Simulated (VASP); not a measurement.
All values below come from PBE GGA with D3 dispersion (Becke-Johnson damping), VASP's PBE PAW potentials (set 64) (plane waves; VASP 6.6.1).

A VASP calculation is set up with these files.

**INCAR**
```
ALGO = Normal
EDIFF = 1E-7
EDIFFG = -0.01
ENCUT = 520
GGA = PE
IBRION = 2
ISIF = 4
ISMEAR = 1
IVDW = 12
LASPH = .TRUE.
LCHARG = .FALSE.
LREAL = .FALSE.
LWAVE = .FALSE.
NELM = 100
NSW = 30
PREC = Accurate
SIGMA = 0.1
SYSTEM = MgB2
```

**KPOINTS**
```
Automatic mesh
0
Gamma
12 12 9
0 0 0
```

POSCAR:
```
MgB2
1
    1.4955284807    -2.5903308427     0.0000000000
    1.4955284807     2.5903308427     0.0000000000
    0.0000000000     0.0000000000     3.3745950792
Mg B
1 2
Direct
  0.0000000000   0.0000000000   0.0000000000
  0.3333330000   0.6666670000   0.5000000000
  0.6666670000   0.3333330000   0.5000000000
```

POTCAR, in this order: Mg B (PBE.64 set). Program: vasp_std.

The resulting files:

**OUTCAR**
```
 ion  position               nearest neighbor table
   1  0.000  0.000  0.000-   2 2.41   3 2.41   2 2.41   3 2.41   3 2.41   3 2.41   2 2.41   2 2.41
                             3 2.41   3 2.41   2 2.41   2 2.41
   2  0.333  0.667  0.500-   3 1.73   3 1.73   3 1.73   1 2.41   1 2.41   1 2.41   1 2.41   1 2.41
                             1 2.41
   3  0.667  0.333  0.500-   2 1.73   2 1.73   2 1.73   1 2.41   1 2.41   1 2.41   1 2.41   1 2.41
                             1 2.41
  LATTYP: Found a hexagonal cell.
 ALAT       =     2.9910565543
 C/A-ratio  =     1.1282284430
 Subroutine PRICEL returns:
 Original cell was already a primitive cell.
 Subroutine GETGRP returns: Found 24 space group operations
The static configuration has the point symmetry D_6h.
The dynamic configuration has the point symmetry D_6h.
 Subroutine INISYM returns: Found 24 space group operations
 Subroutine IBZKPT returns following result:
 Found     95 irreducible k-points:

 Following reciprocal coordinates:
            Coordinates               Weight
  0.000000  0.000000  0.000000      1.000000
  0.083333 -0.000000  0.000000      6.000000
  0.166667 -0.000000  0.000000      6.000000
  0.250000  0.000000  0.000000      6.000000
  0.333333 -0.000000  0.000000      6.000000
  0.416667  0.000000  0.000000      6.000000
  0.500000  0.000000  0.000000      3.000000
  0.083333  0.083333  0.000000      6.000000
  0.166667  0.083333  0.000000     12.000000
  0.250000  0.083333  0.000000     12.000000
  0.333333  0.083333  0.000000     12.000000
  0.416667  0.083333  0.000000     12.000000
  0.166667  0.166667  0.000000      6.000000
  0.250000  0.166667  0.000000     12.000000
  0.333333  0.166667  0.000000     12.000000
  0.416667  0.166667  0.000000      6.000000
  0.250000  0.250000  0.000000      6.000000
  0.333333  0.250000  0.000000     12.000000
  0.333333  0.333333  0.000000      2.000000
...
```

File OSZICAR:
```
       N       E                     dE             d eps       ncg     rms          rms(c)
DAV:   1     0.623616644401E+01    0.62362E+01   -0.41094E+03  1640   0.852E+02
DAV:   2    -0.167897315501E+02   -0.23026E+02   -0.22013E+02  2264   0.116E+02
DAV:   3    -0.170424245420E+02   -0.25269E+00   -0.25236E+00  1912   0.145E+01
DAV:   4    -0.170427445129E+02   -0.31997E-03   -0.31997E-03  2384   0.472E-01
DAV:   5    -0.170427446903E+02   -0.17745E-06   -0.17784E-06  1968   0.794E-03    0.564E+00
DAV:   6    -0.154795938156E+02    0.15632E+01   -0.24940E+00  1672   0.911E+00    0.275E+00
DAV:   7    -0.152055347343E+02    0.27406E+00   -0.13314E+00  1808   0.653E+00    0.815E-01
DAV:   8    -0.152050545807E+02    0.48015E-03   -0.11263E-01  1664   0.226E+00    0.361E-01
DAV:   9    -0.151977915371E+02    0.72630E-02   -0.22666E-02  1688   0.869E-01    0.560E-02
DAV:  10    -0.151977243558E+02    0.67181E-04   -0.12468E-03  2224   0.238E-01    0.241E-02
DAV:  11    -0.151977101954E+02    0.14160E-04   -0.10540E-04  1624   0.690E-02    0.327E-03
DAV:  12    -0.151977096057E+02    0.58965E-06   -0.44104E-06  1840   0.140E-02    0.936E-04
DAV:  13    -0.151977096025E+02    0.32226E-08   -0.11044E-07  1600   0.268E-03
   1 F= -.16140527E+02 E0= -.16140599E+02  d E =-.161405E+02
       N       E                     dE             d eps       ncg     rms          rms(c)
DAV:   1    -0.152001911184E+02   -0.24815E-02   -0.45104E-02  2120   0.167E+00    0.126E-01
DAV:   2    -0.151993014459E+02    0.88967E-03   -0.18073E-03  2056   0.288E-01    0.593E-02
DAV:   3    -0.151990940884E+02    0.20736E-03   -0.87404E-04  1808   0.167E-01    0.116E-02
DAV:   4    -0.151990904584E+02    0.36301E-05   -0.25741E-05  1760   0.414E-02    0.336E-03
DAV:   5    -0.151990897276E+02    0.73082E-06   -0.24895E-06  2000   0.942E-03    0.497E-04
DAV:   6    -0.151990897345E+02   -0.69343E-08   -0.48382E-08  1352   0.192E-03
   2 F= -.16141906E+02 E0= -.16142059E+02  d E =-.137905E-02
```

File OUTCAR:
```
------------------------ aborting loop because EDIFF is reached ----------------------------------------
 Edisp (eV)   -0.94282
  FORCE on cell =-STRESS in cart. coord.  units (eV):
  Direction    XX          YY          ZZ          XY          YZ          ZX
  --------------------------------------------------------------------------------------
  Total       1.72785     1.72785     1.75779     0.00000    -0.00000    -0.00000
  in kB     105.88050   105.88046   107.71487     0.00000    -0.00000    -0.00000
  external pressure =      106.49 kB  Pullay stress =        0.00 kB
  volume of cell :       26.15
      direct lattice vectors                 reciprocal lattice vectors
     1.499703078 -2.597561427 -0.000000000     0.333399329 -0.192488229 -0.000000000
     1.499703078  2.597561427 -0.000000000     0.333399329  0.192488229 -0.000000000
     0.000000000  0.000000000  3.355834111     0.000000000  0.000000000  0.297988508
 POSITION                                       TOTAL-FORCE (eV/Angst)
 -----------------------------------------------------------------------------------
      1.49970     -2.59756     -0.00000        -0.000000     -0.000000      0.000000
      1.49970      0.86586      1.67792         0.000000     -0.000000     -0.000000
      1.49970     -0.86586      1.67792         0.000000      0.000000      0.000000
 -----------------------------------------------------------------------------------
    total drift:                                0.000000     -0.000000      0.000000
  FREE ENERGIE OF THE ION-ELECTRON SYSTEM (eV)
  ---------------------------------------------------
  free  energy   TOTEN  =       -16.1419057786 eV

  energy  without entropy=      -16.1423657316  energy(sigma->0) =      -16.14205910

 reached required accuracy - stopping structural energy minimisation
```
(Selected blocks of OUTCAR.)

### CONTCAR
```
MgB2
   1.00000000000000
     1.4997030783646266   -2.5975614267022462   -0.0000000000000000
     1.4997030783646266    2.5975614267022462   -0.0000000000000000
     0.0000000000000000    0.0000000000000000    3.3558341114716428
  Mg              B
     1     2
Direct
     1.0000000000000000    0.0000000000000000    0.0000000000000000
     0.3333330000000032    0.6666669999999968    0.5000000000000000
     0.6666669999999968    0.3333330000000032    0.5000000000000000
```

The compound is MgB2 in the AlB2 type structure. This cell is one point of a volume scan, at 0.94 of the reference volume. Symmetry was kept, so distortions that lower it aren't found.
